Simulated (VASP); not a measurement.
Input:

```xyz
1
Lattice="-1.9015 1.9015 1.9015 1.9015 -1.9015 1.9015 1.9015 1.9015 -1.9015" Properties=species:S:1:pos:R:3 pbc="T T T"
Sb     0.0000     0.0000     0.0000
```

Computed with PBEsol GGA, VASP's PBE PAW potentials (set 64) (plane waves; VASP). Settings: 400 eV cut-off, 12×12×12 Γ-centred mesh, first-order Methfessel-Paxton smearing of 0.10 eV, potentials Sb.

Energy and stress use the plane-wave basis of the starting cell.

Q: The ions, cell shape and volume are relaxed. What does this cell relax into?

A: 
```xyz
1
Lattice="-1.8665 1.8665 1.8665 1.8665 -1.8665 1.8665 1.8665 1.8665 -1.8665" Properties=species:S:1:pos:R:3 pbc="T T T"
Sb     0.0000     0.0000     0.0000
```
Space group Im-3m (229), at a tolerance of 0.03 Å.

Q: How do energy and volume change from the first to the last step?

A: The energy (σ→0) changes by -16.2 meV/atom and the volume by -5.4 %, in 3 ionic steps.

```csv
step,E(σ→0) (eV),max force (eV/Å),pressure (GPa),volume (Å³)
1,-4.3797,0.000,-3.40,27.50
2,-4.3910,0.000,2.13,25.24
3,-4.3959,0.000,-0.02,26.01
```

The structure was generated: Sb was put into the bcc type (Im-3m), which need not be its known phase. This run relaxes it. Symmetry was kept, so distortions that lower it aren't found.
